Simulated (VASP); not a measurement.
# CoC23 (a cell with a defect) in VASP: a series of runs, part 2 of 2

VASP 6.6.1. The steps go on from the part before.

## 3. Single point, PBEsol+U, collinear spin, ferromagnetic start

INCAR reads:

```
PREC = Accurate
ENCUT = 450
EDIFF = 1E-5
ISMEAR = 0
SIGMA = 0.03
LREAL = Auto
LASPH = True
NELM = 120
ALGO = Normal
ISIF = 2
LWAVE = False
LCHARG = False
ISPIN = 2
MAGMOM = 5 0 0 0 0 0 0 0 0 0 0 0 0 0 0 0 0 0 0 0 0 0 0 0
LORBIT = 11
NUPDOWN = 5
LMAXMIX = 4
LDAU = True
LDAUTYPE = 2
LDAUL = 2 -1
LDAUU = 4 0
LDAUJ = 0 0
LDAUPRINT = 1
GGA = PS
ISYM = 0
KPAR = 4
```

KPOINTS reads:

```
Automatic mesh
0
Gamma
  3 4 4
```

POSCAR reads:

```
CoC23                                   
1.0
    0.0000000000      5.3503200000      5.3503200000
    3.5668800000      0.0000000000      3.5668800000
    3.5668800000      3.5668800000      0.0000000000
  Co              C             
     1    23
Direct
     0.9897790687970984    0.0002262355204338    0.0028283519876540
     0.0023087193077164    0.9994061747096854    0.4951814097216593
     0.0015628339642882    0.4985853608339882    0.9959304025157778
     0.0030470479817568    0.4977302938679114    0.4959215257400086
     0.3327528195532514    0.0023690522984431    0.9992050412575165
     0.3399901679965881    0.9978462624411727    0.4891193875081055
     0.3403998141089334    0.4901344837880138    0.9955328473426540
     0.3336739335996763    0.5001041683297187    0.4971461881509331
     0.6674160025294527    0.9987911097560690    0.9949976593345838
     0.6609801912353788    0.0026178623403863    0.5028833236474953
     0.6597354704697773    0.5081007921861042    0.9989092034044380
     0.6686904815654934    0.4993505180393671    0.4956856024276675
     0.0952037163413296    0.1363753721477655    0.1330809172419172
     0.1000358337664381    0.1328799788531958    0.5796085474547144
     0.1010161958098771    0.5779866891511815    0.1315819162319427
     0.0857941330662599    0.6237989597820983    0.6208508804503973
     0.4270028938523644    0.1166903874563886    0.1144562174018252
     0.4133065935595974    0.1250516983774531    0.6282049070876524
     0.4129343098296634    0.6315537374640354    0.1219388724168902
     0.4193911038249875    0.6226679839557659    0.6201841879619789
     0.7076460350565619    0.1495315726820508    0.1438461047586589
     0.7518735591907760    0.1256047826236182    0.6204752431475383
     0.7513985767339300    0.6246551299728283    0.1220458142295441
     0.7497774978588198    0.6255663934223183    0.6215034485784399
```

Potentials or basis: VASP PAW PBE potentials, release 64 (Co, C).

Launch:

```
$ cat potpaw_PBE.64/Co/POTCAR potpaw_PBE.64/C/POTCAR > POTCAR
$ mpirun -np 4 vasp_std > vasp.out
```

OUTCAR:

```text
PREC = Accurate
   ENCUT = 450
   EDIFF = 1E-5
   ISMEAR = 0
   LREAL = Auto
   LASPH = True
   NELM = 120
   ISIF = 2
   ISPIN = 2
   LORBIT = 11
   NUPDOWN = 5
   GGA = PS
   ISYM = 0

 ion  position               nearest neighbor table
   1  0.990  0.000  0.003-  15 1.74  21 1.74  14 1.75  13 1.75   9 2.46   3 2.50  10 2.51   4 2.51
                             2 2.52  11 2.53   2 2.53   4 2.53   3 2.54   5 2.59
   2  0.002  0.999  0.495-  13 1.50  14 1.51  16 1.55  22 1.55   1 2.52   1 2.53
   3  0.002  0.499  0.996-  13 1.50  15 1.51  16 1.54  23 1.55   1 2.50   1 2.54
   4  0.003  0.498  0.496-  15 1.51  14 1.51  16 1.55  24 1.56   1 2.51   1 2.53
   5  0.333  0.002  0.999-  13 1.47  19 1.53  18 1.53  17 1.53   1 2.59
   6  0.340  0.998  0.489-  14 1.49  17 1.54  20 1.55  18 1.55
   7  0.340  0.490  0.996-  15 1.49  17 1.54  20 1.55  19 1.55
   8  0.334  0.500  0.497-  16 1.53  20 1.54  18 1.54  19 1.55
   9  0.667  0.999  0.995-  17 1.49  21 1.51  23 1.54  22 1.54   1 2.46
  10  0.661  0.003  0.503-  21 1.49  18 1.53  22 1.55  24 1.55   1 2.51
  11  0.660  0.508  0.999-  21 1.49  19 1.52  23 1.55  24 1.56   1 2.53
  12  0.669  0.499  0.496-  23 1.54  24 1.54  22 1.54  20 1.54
[... 3411 lines left out ...]
 -----------------------------------------------------------------------------
  energy-cutoff  :      450.00
  volume of cell :      136.14
      direct lattice vectors                 reciprocal lattice vectors
     0.000000000  5.350320000  5.350320000    -0.093452354  0.093452354  0.093452354
     3.566880000  0.000000000  3.566880000     0.140178531 -0.140178531  0.140178531
     3.566880000  3.566880000  0.000000000     0.140178531  0.140178531 -0.140178531

 POSITION                                       TOTAL-FORCE (eV/Angst)
 -----------------------------------------------------------------------------------
      0.01090      5.30572      5.29644         0.107247     -0.061379      0.044818
      5.33101      1.77861      3.57711        -0.030533      0.039787      0.474061
      5.33076      3.56073      1.78676        -0.082565      0.635176      0.056036
      3.54424      1.78520      1.79165        -0.533161      0.046859      0.026463
      3.57249      5.34438      1.78878        -0.029358      0.046277      0.052426
      5.30383      3.56369      5.37825         0.047321      0.006084     -0.040501
[... 16 lines left out ...]
      2.66339      4.45555      6.24829        -0.020619      0.050352     -0.001834
      4.44815      6.22838      6.24287        -0.035972     -0.003597     -0.041404
 -----------------------------------------------------------------------------------
    total drift:                               -0.002761     -0.001277      0.002811

  FREE ENERGIE OF THE ION-ELECTRON SYSTEM (eV)
  ---------------------------------------------------
  free  energy   TOTEN  =      -215.3926937671 eV

  energy  without entropy=     -215.3926937671  energy(sigma->0) =     -215.39269377

 total charge

# of ion       s       p       d       tot
------------------------------------------
    1        0.767   1.059   7.523   9.349
    2        0.829   1.757   0.000   2.587
    3        0.829   1.758   0.000   2.587
    4        0.827   1.743   0.000   2.570
    5        0.836   1.789   0.000   2.625
    6        0.830   1.756   0.000   2.586
[... 16 lines left out ...]
   23        0.828   1.739   0.000   2.567
   24        0.825   1.725   0.000   2.550
--------------------------------------------------
tot         19.933  41.727   7.523  69.183

 magnetization (x)

# of ion       s       p       d       tot
------------------------------------------
    1        0.033   0.461   2.502   2.996
    2        0.003   0.023   0.000   0.026
    3        0.003   0.024   0.000   0.027
    4        0.003   0.023   0.000   0.026
    5        0.004   0.018   0.000   0.023
    6        0.001   0.003   0.000   0.004
[... 16 lines left out ...]
   23        0.003   0.017   0.000   0.020
   24        0.002   0.015   0.000   0.017
--------------------------------------------------
tot          0.151   1.750   2.502   4.403
```

stdout:

```text
POSCAR found type information on POSCAR CoC
 POSCAR found :  2 types and      24 ions
 scaLAPACK will be used
 -----------------------------------------------------------------------------
|                                                                             |
|                                                                             |
[... 21 lines left out ...]
|     Results are often still useful ...                                      |
|                                                                             |
 -----------------------------------------------------------------------------

 POSCAR, INCAR and KPOINTS ok, starting setup
 FFT: planning ... GRIDC
 FFT: planning ... GRID_SOFT
 FFT: planning ... GRID
 WAVECAR not read
 entering main loop
```

It took 5.2 min on 4 MPI ranks of Intel Xeon Platinum 8488C (Sapphire Rapids), shared host; peak memory 0.45 GiB.

What came out:

* Free energy: -215.3927 eV
* Largest force: 0.933 eV/Å
* Net moment: 5.00 μB per cell
* Site moments: Co +3.00; C +0.03, +0.02, +0.00, -0.00, +0.01, +0.26, +0.09, +0.04, +0.23 μB
* Valence electrons inside the program's atomic spheres: Co 9.35; C 2.59, 2.57, 2.62, 2.58, 2.61, 2.70, 2.68, 2.69, 2.55

Forces in eV/Å, atoms in the order of the input:
```
Co   0.107 -0.061  0.045
C   -0.031  0.040  0.474
C   -0.083  0.635  0.056
C   -0.533  0.047  0.026
C   -0.029  0.046  0.052
C    0.047  0.006 -0.041
C    0.132 -0.109  0.076
C    0.006  0.002  0.003
C    0.041 -0.028 -0.016
C    0.120  0.035 -0.071
C   -0.017  0.050  0.159
C    0.019 -0.029 -0.041
C    0.593  0.361  0.371
C   -0.405 -0.716  0.441
C   -0.318  0.323 -0.698
C    0.043 -0.057 -0.038
C    0.097 -0.111 -0.128
C   -0.063 -0.045  0.022
C   -0.045  0.021 -0.093
C    0.016  0.023  0.023
C    0.346 -0.493 -0.618
C    0.012  0.014  0.038
C   -0.021  0.050 -0.002
C   -0.036 -0.004 -0.041
```

Eigenvalues of the final occupation matrices:
```
    site  spin  trace               eigenvalues
site 1 d     1   5.04  0.98 0.98 1.02 1.03 1.04
site 1 d     2   2.53  0.08 0.09 0.78 0.79 0.79
```

Caveat: the k mesh is coarse (spacing up to 0.38 Å⁻¹), so the values aren't converged; the cutoff is under 1.25 times the usual one of these potentials, so pressure, stress and relaxed cells hold a basis-set (Pulay) error; the PAW data sets were made with another functional, which shifts forces and pressure a little; the total moment is fixed, so each spin has its own Fermi level; the U is typed as a test and isn't derived for this compound.

## 4. Single point, PBEsol+U, collinear spin, ferromagnetic start

INCAR reads:

```
  PREC = Accurate
  ENCUT = 450
  EDIFF = 1E-5
  ISMEAR = 0
  SIGMA = 0.03
  LREAL = Auto
  LASPH = T
  NELM = 120
  ALGO = Normal
  ISIF = 2
  LWAVE = F
  LCHARG = F
  ISPIN = 2
  MAGMOM = 5 0 0 0 0 0 0 0 0 0 0 0 0 0 0 0 0 0 0 0 0 0 0 0
  LORBIT = 11
  LMAXMIX = 4
  LDAU = T
  LDAUTYPE = 2
  LDAUL = 2 -1
  LDAUU = 4 0
  LDAUJ = 0 0
  LDAUPRINT = 1
  GGA = PS
  KPAR = 4
```

KPOINTS is that of step 3.

POSCAR reads:

```
CoC23
1.0
    0.0000000000      5.3503200000      5.3503200000
    3.5668800000      0.0000000000      3.5668800000
    3.5668800000      3.5668800000      0.0000000000
Co C
1 23
Direct
    0.0000000000      0.0000000000      0.0000000000
    0.0000000000      0.0000000000      0.5000000000
    0.0000000000      0.5000000000      0.0000000000
    0.0000000000      0.5000000000      0.5000000000
    0.3333330000      0.0000000000      0.0000000000
    0.3333330000      0.0000000000      0.5000000000
    0.3333330000      0.5000000000      0.0000000000
    0.3333330000      0.5000000000      0.5000000000
    0.6666670000      0.0000000000      0.0000000000
    0.6666670000      0.0000000000      0.5000000000
    0.6666670000      0.5000000000      0.0000000000
    0.6666670000      0.5000000000      0.5000000000
    0.0833333333      0.1250000000      0.1250000000
    0.0833333333      0.1250000000      0.6250000000
    0.0833333333      0.6250000000      0.1250000000
    0.0833333333      0.6250000000      0.6250000000
    0.4166663333      0.1250000000      0.1250000000
    0.4166663333      0.1250000000      0.6250000000
    0.4166663333      0.6250000000      0.1250000000
    0.4166663333      0.6250000000      0.6250000000
    0.7500003333      0.1250000000      0.1250000000
    0.7500003333      0.1250000000      0.6250000000
    0.7500003333      0.6250000000      0.1250000000
    0.7500003333      0.6250000000      0.6250000000
```

Launch:

```
$ cat potpaw_PBE.64/Co/POTCAR potpaw_PBE.64/C/POTCAR > POTCAR
$ mpirun -np 4 vasp_std > vasp.out
```

It took 4.7 min on 4 MPI ranks of Intel Xeon Platinum 8488C (Sapphire Rapids), shared host; peak memory 0.4 GiB.

Results (log left out):

```
Free energy                                           : -216.5776 eV
Largest force                                         : 10.223 eV/Å
Band gap on the k mesh                                : none (metal or under the smearing width)
Net moment                                            : -0.12 μB per cell
Site moments                                          : Co -0.06; C -0.00, +0.00, -0.01 μB
Valence electrons inside the program's atomic spheres : Co 11.01; C 2.56, 2.57, 2.65, 2.64
```

Forces in eV/Å, atoms in the order of the input:
```
Co  -0.867  1.076  1.076
C   -0.032  0.031 -0.309
C   -0.032 -0.309  0.031
C    0.360  0.029  0.029
C   -0.341  0.075  0.075
C   -0.116  0.376  0.110
C   -0.116  0.110  0.376
C    0.048 -0.065 -0.065
C   -0.309 -0.120 -0.120
C    0.156  0.253 -0.133
C    0.156 -0.133  0.253
C   -0.031  0.006  0.006
C    6.576  5.534  5.534
C   -5.630 -6.484  5.426
C   -5.630  5.426 -6.484
C   -0.042  0.051  0.051
C    0.087 -0.078 -0.078
C    0.051 -0.061  0.041
C    0.051  0.041 -0.061
C   -0.137  0.061  0.061
C    5.686 -5.711 -5.711
C    0.045 -0.042 -0.011
C    0.045 -0.011 -0.042
C    0.025 -0.055 -0.055
```

Levels at points of the mesh, in eV from the Fermi level:
Spin up:
| k point | band 47 | band 48 | band 49 | band 50 | band 51 | band 52 | band 53 | band 54 |
| --- | --- | --- | --- | --- | --- | --- | --- | --- |
| (0.00, 0.00, 0.00) | -3.65 | -3.14 | -2.76 | -2.74 | 1.14 | 2.12 | 2.21 | 3.05 |
| (0.00, 0.50, 0.00) | -3.97 | -3.78 | -3.26 | -2.94 | -0.56 | 0.73 | 1.42 | 3.03 |
| (0.00, 0.50, 0.50) | -4.58 | -3.98 | -3.53 | -2.76 | -0.49 | 0.67 | 1.43 | 2.59 |
Spin down:
| k point | band 49 | band 50 | band 51 | band 52 | band 53 | band 54 |
| --- | --- | --- | --- | --- | --- | --- |
| (0.00, 0.00, 0.00) | -2.77 | -2.74 | 1.13 | 2.06 | 2.19 | 3.05 |
| (0.00, 0.50, 0.00) | -3.28 | -2.95 | -0.64 | 0.71 | 1.37 | 3.02 |
| (0.00, 0.50, 0.50) | -3.55 | -2.77 | -0.53 | 0.66 | 1.36 | 2.59 |

Eigenvalues of the final occupation matrices:
| site | spin | trace | eigenvalues |
| --- | --- | --- | --- |
| site 1 d | 1 | 4.41 | 0.80 0.84 0.86 0.95 0.95 |
| site 1 d | 2 | 4.45 | 0.80 0.87 0.87 0.95 0.95 |

Caveat: the k mesh is coarse (spacing up to 0.38 Å⁻¹), so the values aren't converged; the cutoff is under 1.25 times the usual one of these potentials, so pressure, stress and relaxed cells hold a basis-set (Pulay) error; the PAW data sets were made with another functional, which shifts forces and pressure a little; the moment fell far below its start of 5 μB, so a state of higher moment may lie lower in energy; the U is typed as a test and isn't derived for this compound. The state reached can hang on the start; a lower one may exist.

## 5. Single point, PBEsol+U, collinear spin, ferromagnetic start

Changes to INCAR since step 4:

```diff
@@ -13,3 +13,3 @@
   ISPIN = 2
-  MAGMOM = 5 0 0 0 0 0 0 0 0 0 0 0 0 0 0 0 0 0 0 0 0 0 0 0
+  MAGMOM = 1 0 0 0 0 0 0 0 0 0 0 0 0 0 0 0 0 0 0 0 0 0 0 0
   LORBIT = 11
```

KPOINTS is that of step 4.

POSCAR is that of step 4.

Launch:

```
$ cat potpaw_PBE.64/Co/POTCAR potpaw_PBE.64/C/POTCAR > POTCAR
$ mpirun -np 4 vasp_std > vasp.out
```

Run time: 4.3 min. Hardware: 4 MPI ranks of Intel Xeon Platinum 8488C (Sapphire Rapids), shared host; peak memory 0.39 GiB.

It converged, with:

- Free energy: -216.5776 eV
- Largest force: 10.222 eV/Å
- Band gap on the k mesh: none (metal or under the smearing width)
- Net moment: -0.12 μB per cell
- Site moments: Co -0.06; C -0.00, +0.00, -0.01 μB
- Valence electrons inside the program's atomic spheres: Co 11.01; C 2.56, 2.57, 2.65, 2.64

Forces on the atoms (eV/Å):
```
Co  -0.867  1.076  1.076
C   -0.032  0.031 -0.309
C   -0.032 -0.309  0.031
C    0.360  0.029  0.029
C   -0.342  0.075  0.075
C   -0.116  0.376  0.109
C   -0.116  0.109  0.376
C    0.048 -0.065 -0.065
C   -0.309 -0.120 -0.120
C    0.156  0.253 -0.133
C    0.156 -0.133  0.253
C   -0.031  0.006  0.006
C    6.576  5.534  5.534
C   -5.631 -6.482  5.425
C   -5.631  5.425 -6.482
C   -0.042  0.051  0.051
C    0.087 -0.078 -0.078
C    0.051 -0.061  0.041
C    0.051  0.041 -0.061
C   -0.137  0.061  0.061
C    5.686 -5.711 -5.711
C    0.045 -0.043 -0.010
C    0.045 -0.010 -0.043
C    0.025 -0.056 -0.056
```

Levels at points of the mesh, in eV from the Fermi level:
Spin up:
| k point | band 47 | band 48 | band 49 | band 50 | band 51 | band 52 | band 53 | band 54 |
| --- | --- | --- | --- | --- | --- | --- | --- | --- |
| (0.00, 0.00, 0.00) | -3.65 | -3.14 | -2.76 | -2.74 | 1.14 | 2.12 | 2.21 | 3.05 |
| (0.00, 0.50, 0.00) | -3.97 | -3.78 | -3.26 | -2.93 | -0.56 | 0.73 | 1.42 | 3.03 |
| (0.00, 0.50, 0.50) | -4.58 | -3.98 | -3.53 | -2.75 | -0.49 | 0.67 | 1.43 | 2.59 |
Spin down:
```csv
k point,band 49,band 50,band 51,band 52,band 53,band 54
"(0.00, 0.00, 0.00)",-2.77,-2.74,1.13,2.06,2.19,3.05
"(0.00, 0.50, 0.00)",-3.27,-2.95,-0.64,0.71,1.38,3.02
"(0.00, 0.50, 0.50)",-3.55,-2.77,-0.53,0.66,1.36,2.59
```

Eigenvalues of the final occupation matrices:
```
    site  spin  trace               eigenvalues
site 1 d     1   4.41  0.80 0.84 0.86 0.95 0.95
site 1 d     2   4.44  0.80 0.87 0.87 0.95 0.95
```

Caveat: the k mesh is coarse (spacing up to 0.38 Å⁻¹), so the values aren't converged; the cutoff is under 1.25 times the usual one of these potentials, so pressure, stress and relaxed cells hold a basis-set (Pulay) error; the PAW data sets were made with another functional, which shifts forces and pressure a little; the U is typed as a test and isn't derived for this compound. The state reached can hang on the start; a lower one may exist.

## 6. The runs side by side

| fixed moment (μB) | cell | k mesh | mesh quality | moment (μB) | largest force (eV/Å) |
| --- | --- | --- | --- | --- | --- |
| 3 | P1, 5.67 Å³/atom | 3 × 5 × 5 | not flagged | 3.00 | 0.18 |
| 5 | P1, 5.67 Å³/atom | 3 × 4 × 4 | coarse | 5.00 | 0.93 |
| - | Cm, 5.67 Å³/atom | 3 × 4 × 4 | coarse | 0.12 | 10.22 |

Some of these runs hold the atoms at other places in the same cell, which the table doesn't show; runs alike in all that it shows share one row.

Alike in all rows: task single point; level PBEsol+U; potentials or basis VASP PAW PBE potentials, release 64 (Co, C); spin collinear, ferromagnetic start; Co d U = 4 eV; cutoff (eV) 450; smearing gaussian 0.03 eV.

Caveats: some runs use coarse meshes; the cutoff is under 1.25 times the usual one of these potentials, so pressure, stress and relaxed cells hold a basis-set (Pulay) error; the PAW data sets were made with another functional, which shifts forces and pressure a little; the U is typed as a test and isn't derived for this compound; the total moment is fixed, so each spin has its own Fermi level (some runs).

Total energies depend on the potentials used, so only differences within one code and one set of settings carry meaning.
